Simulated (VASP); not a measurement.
```xyz
2
Lattice="2.8645 0.0000 0.0000 0.0000 2.8645 0.0000 0.0000 0.0000 2.8645" Properties=species:S:1:pos:R:3 pbc="T T T"
Hf     0.0000     0.0000     0.0000
C      1.4323     1.4323     1.4323
```

Method: PBEsol GGA, VASP's PBE PAW potentials (set 64) (plane waves; VASP). Settings: 520 eV cut-off, Gaussian smearing of 0.050 eV, potentials Hf_pv C.

**Question.** Give the energies of bands 5 to 10 at the high-symmetry points, in eV from the Fermi level.

**Answer.** 
| band | Γ | X | M | R |
|---|---|---|---|---|
| 5 | -2.02 | -6.89 | -2.59 | -5.70 |
| 6 | -2.02 | -1.06 | -2.59 | -5.70 |
| 7 | 1.20 | -1.06 | -1.19 | -5.70 |
| 8 | 1.20 | -0.78 | 2.07 | 9.17 |
| 9 | 1.20 | 7.02 | 3.23 | 9.17 |
| 10 | 6.41 | 7.17 | 3.23 | 9.20 |

It has no gap at this level: it comes out as a metal or semimetal.

The structure was generated: HfC was put into the CsCl type type (Pm-3m), which need not be its known phase. It was relaxed first, which changed the volume by -32 %.
